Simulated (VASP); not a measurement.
Calculation: PBE GGA, VASP's PBE PAW potentials (set 64) (plane waves; VASP).

Input for VASP

INCAR:
```
SYSTEM = MoTe2
PREC = Accurate; ENCUT = 300; LREAL = .False.
LASPH = .True.
EDIFF = 1E-6; NELM = 100; ALGO = Normal
LMAXMIX = 4
ISMEAR = -1; SIGMA = 0.05
GGA = PE
ISIF = 2
LWAVE = .False.; LCHARG = .False.
```

File POSCAR:
```
MoTe2
27.892080
  0.0630372493  -0.1091837181   0.0000000000
  0.0630372493   0.1091837181   0.0000000000
  0.0000000000   0.0000000000   0.5000000000
Te Mo
4 2
Cartesian
  0.0630372493   0.0363946455   0.4395000000
  0.0630372493  -0.0363946455   0.1895000000
  0.0630372493  -0.0363946455   0.0605000000
  0.0630372493   0.0363946455   0.3105000000
  0.0630372493   0.0363946455   0.1250000000
  0.0630372493  -0.0363946455   0.3750000000
```

**KPOINTS**
```
Automatic mesh
0
Gamma
6 6 2
0 0 0
```

POTCAR, in this order: Te Mo_sv (PBE.64 set). Program: vasp_std.

Output

File OSZICAR:
```
       N       E                     dE             d eps       ncg     rms          rms(c)
DAV:   1     0.275947082914E+03    0.27595E+03   -0.21258E+04  1108   0.977E+02
DAV:   2    -0.215831420117E+02   -0.29753E+03   -0.29099E+03  1134   0.275E+02
DAV:   3    -0.367922561310E+02   -0.15209E+02   -0.15104E+02  1045   0.533E+01
DAV:   4    -0.372091717825E+02   -0.41692E+00   -0.41589E+00  1094   0.871E+00
DAV:   5    -0.372207201623E+02   -0.11548E-01   -0.11544E-01  1110   0.144E+00    0.216E+01
DAV:   6    -0.364559772941E+02    0.76474E+00   -0.90018E+00  1004   0.144E+01    0.913E+00
DAV:   7    -0.363925526289E+02    0.63425E-01   -0.87118E+00   987   0.117E+01    0.631E+00
DAV:   8    -0.359786105230E+02    0.41394E+00   -0.18282E+00  1064   0.592E+00    0.309E+00
DAV:   9    -0.359789932145E+02   -0.38269E-03   -0.24608E-01  1165   0.221E+00    0.115E+00
DAV:  10    -0.359732814345E+02    0.57118E-02   -0.42408E-02  1075   0.103E+00    0.349E-01
DAV:  11    -0.359736048329E+02   -0.32340E-03   -0.19273E-03  1029   0.229E-01    0.221E-01
DAV:  12    -0.359735115324E+02    0.93301E-04   -0.25496E-04  1001   0.831E-02    0.146E-01
DAV:  13    -0.359734883293E+02    0.23203E-04   -0.10879E-04  1060   0.541E-02    0.616E-02
DAV:  14    -0.359734891084E+02   -0.77912E-06   -0.72496E-06   992   0.103E-02
   1 F= -.35973489E+02 E0= -.35973475E+02  d E =-.272760E-04
```

**OUTCAR**
```
------------------------ aborting loop because EDIFF is reached ----------------------------------------
  FORCE on cell =-STRESS in cart. coord.  units (eV):
  Direction    XX          YY          ZZ          XY          YZ          ZX
  --------------------------------------------------------------------------------------
  Total        2.6479171      2.6479170      3.5715831      0.0000000      0.0000000     -0.0000000
  in kB       28.4064603     28.4064601     38.3154125      0.0000000      0.0000000     -0.0000000
  external PRESSURE =      31.7094443 kB  Pullay stress =       0.0000000 kB
  volume of cell :      149.35
      direct lattice vectors                 reciprocal lattice vectors
     1.758240000 -3.045361000  0.000000000     0.284375284 -0.164184148  0.000000000
     1.758240000  3.045361000  0.000000000     0.284375284  0.164184148  0.000000000
     0.000000000  0.000000000 13.946040000     0.000000000  0.000000000  0.071704943
 POSITION                                       TOTAL-FORCE (eV/Angst)
 -----------------------------------------------------------------------------------
      1.75824      1.01512     12.25857        -0.000000      0.000000      0.258792
      1.75824     -1.01512      5.28555         0.000000     -0.000000      0.258792
      1.75824     -1.01512      1.68747         0.000000     -0.000000     -0.258792
      1.75824      1.01512      8.66049        -0.000000      0.000000     -0.258792
      1.75824      1.01512      3.48651        -0.000000     -0.000000     -0.000000
      1.75824     -1.01512     10.45953         0.000000      0.000000     -0.000000
 -----------------------------------------------------------------------------------
    total drift:                               -0.000000      0.001616     -0.000023
  FREE ENERGIE OF THE ION-ELECTRON SYSTEM (eV)
  ---------------------------------------------------
  free  energy   TOTEN  =       -35.9734891084 eV

  energy  without entropy=      -35.9734618324  energy(sigma->0) =      -35.97347547
```
(Selected blocks of OUTCAR.)

At this cut-off the stress carries a Pulay error, which pulls relaxed volumes low.

The structure is a typed MoTe2 crystal. The cell was not relaxed at this level.
